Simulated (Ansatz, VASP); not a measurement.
# YTlO2 in two plane-wave programs

Aim: how closely do two programs agree when they are given the same cell, functional and k mesh? The cell is taken from a series of runs on this material, whose earlier steps may have relaxed, scaled, displaced or heated it; both programs get it as it stands.

Method: plane waves, with VASP 6.6.1 beside it; relaxation of cell and atoms at LDA, in Ansatz 0.2.0.

## 1. Starting point

The structure is trigonal, space group R-3m (No. 166). The conventional cell has a = 3.422 Å, b = 3.422 Å, c = 18.870 Å, α = 90.00°, β = 90.00°, γ = 120.00°. Nearest to Y lie 6 O at 2.26 Å. Nearest to Tl lie 6 O at 2.84 Å. Nearest to O lie 3 Y at 2.26 Å. Farther neighbours and most contacts between anions are not listed.

Coordinates:

```cif
data_structure
_symmetry_space_group_name_H-M 'R-3m:H'
_symmetry_Int_Tables_number 166
_cell_length_a 3.4215
_cell_length_b 3.4215
_cell_length_c 18.8695
_cell_angle_alpha 90.000
_cell_angle_beta 90.000
_cell_angle_gamma 120.000
_cell_volume 191.31
loop_
_atom_site_label
_atom_site_type_symbol
_atom_site_symmetry_multiplicity
_atom_site_Wyckoff_symbol
_atom_site_fract_x
_atom_site_fract_y
_atom_site_fract_z
_atom_site_occupancy
Y1 Y 3 b 0.66667 0.33333 0.83333 1
Tl1 Tl 3 a 0.00000 0.00000 0.00000 1
O1 O 6 c 0.00000 0.00000 0.77516 1
```

## 2. VASP: relaxation of cell and atoms, LDA, pair 1

The relaxed volume is the usual yardstick between codes: in a stiff, nearly cubic crystal its relative difference is about their pressure difference at one cell divided by the bulk modulus.

Lines of VASP's logs that name or quote its potential files are left out, and so is its time.

INCAR

```
SYSTEM = YTlO2
PREC = Accurate
ENCUT = 600
EDIFF = 1E-07
NELM = 120
ISMEAR = 0
SIGMA = 0.01
LREAL = .FALSE.
ALGO = Normal
GGA = CA
NBANDS = 24
LASPH = .TRUE.
LORBIT = 11
LWAVE = .FALSE.
LCHARG = .FALSE.
ISIF = 3
IBRION = 2
NSW = 80
EDIFFG = -0.005
GGA_COMPAT = .FALSE.
NELMIN = 4
EFERMI = MIDGAP
KPAR = 2
```

POSCAR

```
YTlO2
1.0
    1.7107530000      0.9877040000      6.2898440000
   -1.7107530000      0.9877040000      6.2898440000
    0.0000000000     -1.9754080000      6.2898440000
Y Tl O
1 1 2
Direct
    0.5000000530      0.5000000530      0.5000000530
    0.0000000000      0.0000000000      0.0000000000
    0.7751590236      0.7751590236      0.7751590236
    0.2248410294      0.2248410294      0.2248410294
```

KPOINTS

```
Automatic mesh
0
Gamma
9 9 9
0 0 0
```

The projector-augmented-wave data sets are Y_sv, Tl_d and O (LDA family, release 64).

On the command line:

```console
$ mpirun -np 2 vasp_std
```

Numbers of over 12 decimals in the logs are rounded to 6 here.

Log:

```text
[banner, memory and clock lines left out]
running    2 mpi-ranks, on    1 nodes
 distrk:  each k-point on    1 cores,    2 groups
 distr:  one band on    1 cores,    1 groups

 POSCAR found type information on POSCAR Y TlO
 POSCAR found :  3 types and       4 ions
 LDA part: xc-table for (Slater(with rela. corr.)+CA(PZ))
 , standard interpolation
 POSCAR, INCAR and KPOINTS ok, starting setup
 FFT: planning ... GRIDC
 FFT: planning ... GRID_SOFT
 FFT: planning ... GRID
 WAVECAR not read
 entering main loop
       N       E                     dE             d eps       ncg     rms          rms(c)
DAV:   1     0.233567947324E+03    0.23357E+03   -0.21300E+04  4144   0.164E+03
DAV:   2    -0.232734403863E+02   -0.25684E+03   -0.24838E+03  4864   0.369E+02
DAV:   3    -0.366644238114E+02   -0.13391E+02   -0.13339E+02  6168   0.765E+01
DAV:   4    -0.370818122978E+02   -0.41739E+00   -0.41724E+00  5440   0.989E+00
DAV:   5    -0.370876279226E+02   -0.58156E-02   -0.58151E-02  5328   0.115E+00    0.392E+01
DAV:   6    -0.313831267387E+02    0.57045E+01   -0.29546E+01  4928   0.404E+01    0.367E+01
DAV:   7    -0.312028288339E+02    0.18030E+00   -0.28320E+00  4864   0.104E+01    0.242E+01
DAV:   8    -0.310983489296E+02    0.10448E+00   -0.99005E-01  5008   0.624E+00    0.494E+00
DAV:   9    -0.310624389467E+02    0.35910E-01   -0.19625E-01  4520   0.240E+00    0.503E-01
DAV:  10    -0.310616753204E+02    0.76363E-03   -0.73846E-03  5192   0.569E-01    0.186E-01
DAV:  11    -0.310615685854E+02    0.10674E-03   -0.18769E-03  5048   0.248E-01    0.950E-02
DAV:  12    -0.310615417084E+02    0.26877E-04   -0.31559E-04  4976   0.110E-01    0.314E-02
DAV:  13    -0.310615380157E+02    0.36927E-05   -0.22396E-05  4992   0.307E-02    0.162E-02
DAV:  14    -0.310615377164E+02    0.29926E-06   -0.52098E-06  5128   0.140E-02    0.427E-03
DAV:  15    -0.310615375139E+02    0.20255E-06   -0.12792E-06  5144   0.639E-03    0.229E-03
DAV:  16    -0.310615375179E+02   -0.39922E-08   -0.71156E-08  2592   0.183E-03
   1 F= -.31061538E+02 E0= -.31061538E+02  d E =-.310615E+02
 curvature:   0.00 expect dE= 0.000E+00 dE for cont linesearch  0.000E+00
 trial: gam= 0.00000 g(F)=  0.163E-04 g(S)=  0.213E-04 ort = 0.000E+00 (trialstep = 0.100E+01)
 search vector abs. value=  0.375E-04
 bond charge predicted
       N       E                     dE             d eps       ncg     rms          rms(c)
DAV:   1    -0.310617606784E+02   -0.22316E-03   -0.87859E-03  4080   0.693E-01    0.149E-01
DAV:   2    -0.310615845664E+02    0.17611E-03   -0.77667E-04  4560   0.182E-01    0.596E-02
DAV:   3    -0.310615486469E+02    0.35920E-04   -0.12243E-04  5736   0.796E-02    0.547E-02
DAV:   4    -0.310615452011E+02    0.34458E-05   -0.27546E-05  5936   0.312E-02    0.385E-02
DAV:   5    -0.310615465023E+02   -0.13012E-05   -0.62641E-06  6736   0.105E-02    0.754E-03
DAV:   6    -0.310615465407E+02   -0.38381E-07   -0.11673E-06  5544   0.658E-03    0.198E-03
DAV:   7    -0.310615465801E+02   -0.39432E-07   -0.12037E-07  3112   0.187E-03
   2 F= -.31061547E+02 E0= -.31061547E+02  d E =-.906223E-05
 trial-energy change:   -0.000009  1 .order   -0.000008   -0.000038    0.000021
 step:   0.6596(harm=  0.6444)  dis= 0.00041  next Energy=   -31.061550 (dE=-0.126E-04)
 bond charge predicted
       N       E                     dE             d eps       ncg     rms          rms(c)
DAV:   1    -0.310615750930E+02   -0.28552E-04   -0.10221E-03  4080   0.236E-01    0.506E-02
DAV:   2    -0.310615546625E+02    0.20431E-04   -0.90742E-05  4584   0.620E-02    0.203E-02
DAV:   3    -0.310615504903E+02    0.41721E-05   -0.14250E-05  5736   0.271E-02    0.187E-02
DAV:   4    -0.310615500879E+02    0.40240E-06   -0.31904E-06  5928   0.106E-02    0.132E-02
DAV:   5    -0.310615502389E+02   -0.15095E-06   -0.72788E-07  5800   0.358E-03    0.255E-03
DAV:   6    -0.310615502418E+02   -0.29468E-08   -0.12976E-07  2376   0.233E-03
   3 F= -.31061550E+02 E0= -.31061550E+02  d E =-.127240E-04
 curvature:  -0.32 expect dE=-0.142E-05 dE for cont linesearch -0.199E-07
 trial: gam= 0.15855 g(F)=  0.156E-05 g(S)=  0.286E-05 ort =-0.152E-05 (trialstep = 0.932E+00)
 search vector abs. value=  0.489E-05
 reached required accuracy - stopping structural energy minimisation
```

From OUTCAR (step 2):

```text
ion  position               nearest neighbor table
   1  0.500  0.500  0.500-   4 2.26   4 2.26   4 2.26   3 2.26   3 2.26   3 2.26   2 3.71   2 3.71
                             2 3.71   2 3.71   2 3.71   2 3.71
   2  0.000  0.000  0.000-   4 2.84   4 2.84   4 2.84   3 2.84   3 2.84   3 2.84   1 3.71   1 3.71
                             1 3.71   1 3.71   1 3.71   1 3.71
   3  0.775  0.775  0.775-   1 2.26   1 2.26   1 2.26   2 2.84   2 2.84   2 2.84
   4  0.225  0.225  0.225-   1 2.26   1 2.26   1 2.26   2 2.84   2 2.84   2 2.84

  LATTYP: Found a trigonal (rhomboedric) cell.
 ALAT       =     6.5927515169
 COS(alpha) =     0.8653298365

 Subroutine GETGRP returns: Found 12 space group operations
 (whereof 12 operations were pure point group operations)

The static configuration has the point symmetry D_3d.

 Found     85 irreducible k-points:

   k-points           NKPTS =     85   k-points in BZ     NKDIM =     85   number of bands    NBANDS=     24

   dimension x,y,z NGX =    54 NGY =   54 NGZ =   54
   dimension x,y,z NGXF=   108 NGYF=  108 NGZF=  108

   ENCUT  =  600.0 eV  44.10 Ry    6.64 a.u.  13.17 13.17 13.17*2*pi/ulx,y,z

   NELECT =      36.0000    total number of electrons

 k-points in reciprocal lattice and weights: Automatic mesh
   0.00000000  0.00000000  0.00000000       0.001
   0.11111111 -0.00000000  0.00000000       0.008
   0.22222222  0.00000000  0.00000000       0.008
   0.33333333 -0.00000000  0.00000000       0.008
   0.44444444  0.00000000  0.00000000       0.008
   0.11111111  0.11111111  0.00000000       0.008
   0.22222222  0.11111111  0.00000000       0.016
   0.33333333  0.11111111 -0.00000000       0.016
   0.44444444  0.11111111 -0.00000000       0.016
[...]
0.44444444  0.44444444  0.44444444       0.003
  -0.44444444  0.44444444  0.44444444       0.008

 average (electrostatic) potential at core
       1 -33.8115       2 -84.2328       3 -70.4930       4 -70.4931

 E-fermi :   4.8069

 k-point     1 :       0.0000    0.0000    0.0000
  band No.  band energies     occupation
    ...
     14       1.0768      2.00000
     15       1.8027      2.00000
     16       2.0644      2.00000
     17       2.9786      2.00000
     18       2.9786      2.00000
     19       8.3502      0.00000
     20       9.5254      0.00000
     21       9.5254      0.00000
     22       9.9471      0.00000
     23      11.7274      0.00000
    ...

 k-point     2 :       0.1111   -0.0000    0.0000
  band No.  band energies     occupation
    ...
     14       1.1627      2.00000
     15       1.8222      2.00000
     16       2.2363      2.00000
     17       2.8987      2.00000
     18       3.1398      2.00000
     19       8.2449      0.00000
     20       9.3158      0.00000
     21       9.7252      0.00000
     22      10.0288      0.00000
     23      11.9077      0.00000
    ...

 k-point     3 :       0.2222    0.0000    0.0000
  band No.  band energies     occupation
    ...
     14       1.3430      2.00000
     15       1.3467      2.00000
     16       2.7156      2.00000
     17       2.7533      2.00000
     18       3.2922      2.00000
     19       8.3282      0.00000
     20       8.7607      0.00000
     21      10.0884      0.00000
     22      10.2329      0.00000
     23      10.4452      0.00000
    ...

  Total       -0.0107758     -0.0107758     -0.0022420      0.0000000     -0.0000000      0.0000000
  in kB       -0.2705864     -0.2705866     -0.0562972      0.0000000     -0.0000000      0.0000000
  external PRESSURE =      -0.1991568 kB  Pullay stress =       0.0000000 kB

  energy-cutoff  :      600.00
  volume of cell :       63.81
      direct lattice vectors                 reciprocal lattice vectors
     1.711057672  0.987879903  6.291223825     0.292216918  0.168711466  0.052983862
    -1.711057672  0.987879903  6.291223825    -0.292216918  0.168711466  0.052983862
     0.000000000 -1.975759806  6.291223825     0.000000000 -0.337422932  0.052983862

 POSITION                                       TOTAL-FORCE (eV/Angst)
 -----------------------------------------------------------------------------------
      0.00000      0.00000      9.43684         0.000000      0.000000     -0.000000
      0.00000     -0.00000      0.00000         0.000000      0.000000      0.000000
      0.00000      0.00000     14.62968         0.000000      0.000000     -0.004027
      0.00000      0.00000      4.24399         0.000000     -0.000000      0.004027
 -----------------------------------------------------------------------------------
    total drift:                                0.000000      0.000000     -0.001935

  FREE ENERGIE OF THE ION-ELECTRON SYSTEM (eV)
  ---------------------------------------------------
  free  energy   TOTEN  =       -31.0615502418 eV

  energy  without entropy=      -31.0615502418  energy(sigma->0) =      -31.06155024

 reached required accuracy - stopping structural energy minimisation

 total charge
# of ion       s       p       d       f       tot
--------------------------------------------------
    1        2.198   6.587   1.111   0.172  10.068
    2        1.278   0.219   9.670   0.000  11.167
    3        1.553   3.420   0.000   0.000   4.974
    4        1.553   3.420   0.000   0.000   4.974
--------------------------------------------------
tot          6.582  13.647  10.781   0.172  31.182

[... 3 further parts left out ...]
```

## 3. Ansatz: relaxation of cell and atoms, LDA, pair 1

Ansatz runs on its default PAW (the set named soft_2) files.

The same cell, functional (in two slightly different forms) and mesh now go to Ansatz, which takes its cutoff from its data sets.

input.yaml

```yaml
crystal:
  lattice:
    - [1.710753264, 0.9877036963, 6.2898444891]
    - [-1.710753264, 0.9877036963, 6.2898444891]
    - [0.0, -1.9754078763, 6.2898444131]
  atoms:
    - { symbol: "Y", position: [0.5, 0.5, 0.5] }
    - { symbol: Tl, position: [1.0, 0.0, 0.0] }
    - { symbol: O, position: [0.7751589779, 0.7751589779, 0.7751589779] }
    - { symbol: O, position: [0.2248410221, 0.2248410221, 0.2248410221] }
kpoints:
  mp_grid: { grid: [9, 9, 9] }
hamiltonian:
  xc: lda
scf:
  occupations: { method: fixed }
output:
  forces: true
  stress: true
  eigenvalues: true
relax:
  adjacent_minimum: "off"
  f_tol: 0.001
  max_steps: 60
  cell: { stress_tol: 0.01 }
```

On the command line:

```console
$ ansatz run input.yaml --threads 2 --pin off --max-ram 5120MiB --backend cpu --events-out ev --progress --plain --runs-dir out
```

Log:

```text
basis.fft_grid_basis auto: the FFT boxes are laid along the combinations [[1, 0, -1], [0, 1, -1], [0, 0, 1]] of the cell's own vectors, 3.422, 3.422 and 6.593 Å long. The dense box has 24×24×45 points. Along the cell's own vectors, as sized, it would have 45×45×45, 3.52 times as many. Of the 12 symmetry operations that the crystal satisfies within crystal.symmetry.tolerance (time reversal apart; of a slab, those that [...]
Engine: ansatz 0.2.0, x86_64-unknown-linux-gnu
Pseudopotentials: kind: paw
Pseudopotential: Y, paw, valence charge 11, recommended cutoff 420 eV (normal), Y.paw.azcp
Pseudopotential: Tl, paw, valence charge 13, recommended cutoff 420 eV (normal), Tl.paw.azcp
Pseudopotential: O, paw, valence charge 6, recommended cutoff 420 eV (normal), O.paw.azcp
Functional definition: SPW92
  exchange = slater_x
  correlation = pw_c
Crystal: 4 atoms, lattice volume = 63.768 Å³
Basis set: ecut = 420 eV, 1221 PW (Γ), FFT grids on a1−a3, a2−a3, a3
Bands: 22, of which v1, the nominal top of the filled ones, is band 18 counted from 1 (17 counted from 0)
Symmetry: 12 space group operations
Space group: R-3m (ITA 166), of the structure as read, at distance tolerance 4.0e-5 Å
k-points: 85 of 729
Non-local potential: Y, projectors of the file, l = 0: 3, l = 1: 2, l = 2: 2, l = 3: 1
Non-local potential: Tl, projectors of the file, l = 0: 2, l = 1: 2, l = 2: 2, l = 3: 1
Non-local potential: O, projectors of the file, l = 0: 2, l = 1: 2, l = 2: 1
PAW form: soft (Blöchl's): semilocal exchange-correlation on the pseudo side does not see the compensation charge
PAW frozen core: Y, regenerated for the run's functional, and the local potential with it (the file was generated under x = pbe(κ = 0.804, μ = 0.219515), c = pbe(β = 0.066725))
PAW frozen core: Tl, regenerated for the run's functional, and the local potential with it (the file was generated under x = pbe(κ = 0.804, μ = 0.219515), c = pbe(β = 0.066725))
PAW frozen core: O, regenerated for the run's functional, and the local potential with it (the file was generated under x = pbe(κ = 0.804, μ = 0.219515), c = pbe(β = 0.066725))
PAW one-centre angular grid: Y, 590 points (default); XC on 64 Gauss nodes
PAW one-centre angular grid: Tl, 590 points (default); XC on 64 Gauss nodes
PAW one-centre angular grid: O, 110 points (default); XC on 64 Gauss nodes
Initial density: superposition of atomic densities (neutral atoms: chi_scale 0, normalization atom), corrected by the library's trained network
Initial wavefunctions: pseudopotential atomic-orbital guess
Functional: x = slater, c = lda
SCF iter   1: F=—  HF=-16007.358024 eV  |F-HF|=—  |Δ(HF+E_count)|=         —  Δρ=1.66e-2  dr2=1.72e-1  ethr=1.77e-3  ⟨swp⟩=4.6  Hψ=7361  notcnv=0  defer=135
preconditioner: auto → none  [insulator: Δε(μ)=1.608 eV  Ē_g=14.073 eV  n_scr=16 (ndim 8)  ℏωp=27.1 eV  f_vac=0.000  ε∞_Penn≈4.7]
SCF iter   2: F=—  HF=-16007.352841 eV  |F-HF|=—  |Δ(HF+E_count)|=   5.18e-3  Δρ=1.66e-2  dr2=1.51e-1  ethr=4.77e-4  ⟨swp⟩=2.0  Hψ=3917  notcnv=0  defer=163
SCF iter   3: F=—  HF=-16007.317953 eV  |F-HF|=—  |Δ(HF+E_count)|=   3.49e-2  Δρ=1.98e-3  dr2=1.40e-3  ethr=4.20e-4  ⟨swp⟩=2.0  Hψ=3153  notcnv=0  defer=164
SCF iter   4: F=—  HF=-16007.317621 eV  |F-HF|=—  |Δ(HF+E_count)|=   3.32e-4  Δρ=8.41e-4  dr2=1.94e-4  ethr=3.88e-6  ⟨swp⟩=1.8  Hψ=2815  notcnv=0  defer=164
SCF iter   5: F=—  HF=-16007.317566 eV  |F-HF|=—  |Δ(HF+E_count)|=   5.51e-5  Δρ=1.51e-4  dr2=7.45e-6  ethr=5.38e-7  ⟨swp⟩=2.1  Hψ=2557  notcnv=0  defer=8
SCF iter   6: F=—  HF=-16007.317567 eV  |F-HF|=—  |Δ(HF+E_count)|=   1.28e-6  Δρ=2.19e-5  dr2=2.11e-7  ethr=2.07e-8  ⟨swp⟩=2.5  Hψ=3191  notcnv=0  defer=3
SCF iter   7: F=-16007.317567 eV  HF=-16007.317567 eV  |F-HF|=5.03e-9  |Δ(HF+E_count)|=   2.94e-8  Δρ=3.80e-6  dr2=7.59e-9  ethr=2.78e-10  ⟨swp⟩=6.1  Hψ=7816  notcnv=0
SCF 1 converged in 7 iterations: F = -16007.317567 eV  dr2 = 7.59e-9
  greatest PAW one-centre occupation: 0.993 electrons in one spin orbital (limit 2), on the Y atom at site 0 (counted from 0), in its partial waves of l = 0
relax step   1: F+E_penalty+E_count = -16007.31756717 eV  Δ(F+E_penalty+E_count) = +0.000e0 eV  max|allowed force component| = 8.698e-5 eV/Å  Δτ_max = 0.0000 Å  P = -0.028 GPa  Ω = 63.768 Å³  (7 SCF iters, dr2 threshold 1.00e-7 eV, accepted)
[...]
relax step   2: F+E_penalty+E_count = -16007.31768321 eV  Δ(F+E_penalty+E_count) = -1.160e-4 eV  max|allowed force component| = 3.796e-3 eV/Å  Δτ_max = 0.0006 Å  P = +0.029 GPa  Ω = 63.732 Å³  energy of the carried Pulay correction = +1.181e-4 eV  (5 SCF iters, dr2 threshold 3.09e-9 eV, rejected (line search))
[...]
relax step   3: F+E_penalty+E_count = -16007.31761612 eV  Δ(F+E_penalty+E_count) = -4.895e-5 eV  max|allowed force component| = 3.211e-4 eV/Å  Δτ_max = 0.0001 Å  P = -0.002 GPa  Ω = 63.754 Å³  energy of the carried Pulay correction = +4.722e-5 eV  (7 SCF iters, accepted)
[...]
relax step   4: F+E_penalty+E_count = -16007.31755198 eV  Δ(F+E_penalty+E_count) = +6.414e-5 eV  max|allowed force component| = 3.301e-4 eV/Å  Δτ_max = 0.0000 Å  P = -0.003 GPa  Ω = 63.754 Å³  stress off target by 3.04e-3 GPa  SCF on the basis re-selected at this cell (its energy is not comparable with the rows above)  (5 SCF iters)
basis re-selected at this cell: Δ(F+E_penalty+E_count) = +6.414e-5 eV, ΔP = -0.001 GPa vs the last step (what re-selecting the basis moved, of the pressure what is left beyond the Pulay correction that the steps carried, after the strain that the cell walked since its last selection, with what the two solves' SCF thresholds leave and, on support functions, any second-order correction that the steps lacked; it is no m [...]
SCF converged after 5 iterations
Free energy (F): -16007.317552 eV
Harris-Foulkes:  -16007.317552 eV  (|F-HF|=1.82e-12)
Internal energy: -16007.317552 eV  (E = F + TS)
E sigma→0 (E₀):  -16007.317552 eV
Fermi energy:    9.536348 eV
--- Per-component energies (eV) ---
  E_band       = -52.630904
  E_kinetic    = 989.963821
  E_local      = -1946.888208  (includes V_loc(G=0)·N_el)
  E_nonlocal   = 475.485149
  E_hartree    = 681.681601
  E_xc         = -549.189510
  E_vxc        = -532.511374  (∫ρ·V_xc dr)
  E_paw        = -12884.715067  (= ΣΔE_a)
  E_vpaw       = -402.048494  (= ΣTr[D̂ρ^β])
  E_aug_tail   = 0.004969  (compensation charges beyond the density's cutoff)
  E_ewald      = -2774.042177
  E_core_change = 0.381868  (= ΣΔE_core)
  E_smearing   = -0.000000  (= −TS)
  E_closure    = 0.000000  (closes the sum)
  Σ components = -16007.317552   (vs F -16007.317552, Δ=0.00e0)
--- Forces (eV/Å), atoms counted from 1 ---
  atom   1  Y     -0.00000000     0.00000000     0.00000000
  atom   2  Tl    -0.00000000     0.00000000     0.00000000
  atom   3  O      0.00000000    -0.00000000     0.00033009
  atom   4  O      0.00000000     0.00000000    -0.00033009
  max |Σ_I F_I| component: 2.31e-18 eV/Å
--- Stress (GPa, compression-positive) ---
       -0.003042       0.000000       0.000000
        0.000000      -0.003042      -0.000000
        0.000000      -0.000000      -0.002369
  P = ⅓ Tr σ = -0.0028 GPa (-0.028 kbar)
--- Band table (eV; the first three rows and the last of 85) ---
  k-point 0: bands = [... 14 lower, 7.4075, 7.6552, 8.5800, 8.5800, 13.9431, 15.1539, 15.1539, 15.5720]
  k-point 1: bands = [... 14 lower, 7.4190, 7.8402, 8.5000, 8.7354, 13.8403, 14.9424, 15.3534, 15.6525]
  k-point 2: bands = [... 14 lower, 6.9510, 8.3173, 8.3544, 8.8819, 13.9269, 14.3820, 15.6952, 15.8601]
  k-point 84: bands = [... 14 lower, 6.8550, 8.1720, 8.5474, 9.4657, 12.7496, 14.8198, 15.3081, 16.0353]
--- Relaxed structure (3 steps of the walk, 2 accepted, 1 SCFs on fresh bases) ---
  F+E_penalty+E_count = -16007.31755198 eV   max|allowed force component| = 3.301e-4 eV/Å   (the final SCF, on the basis selected at the relaxed cell)
  cell:  # Å, volume = 63.7537 Å³
    - [1.710544, 0.987583, 6.289939]
    - [-1.710544, 0.987583, 6.289939]
    - [0, -1.975166, 6.289939]
  atoms:
    - { symbol: Y, position: [0.500000, 0.500000, 0.500000] }
    - { symbol: Tl, position: [1.0, 0.0, 0.0] }
    - { symbol: O, position: [0.775151, 0.775151, 0.775151] }
    - { symbol: O, position: [0.224849, 0.224849, 0.224849] }
```

Reading the cycles: dr2 is the Hartree energy of the density residual (eV), the measure of convergence; HF is the Harris–Foulkes estimate of the energy, which meets the free energy F at convergence.

(Continued in part 2 of 2.)

[Lines on the potential files, build, host, timing and source positions are cut from VASP's logs without a mark.]

[Logs are printed without paths, hosts, clocks, repeated set-up lines and the standing remarks that a program may print on its own settings, such as how far it seeks lower states.]

[Hosts, paths, dates, database ids (printed as entryN), source tags and the programs' standing remarks are cut or masked in the printed files.]
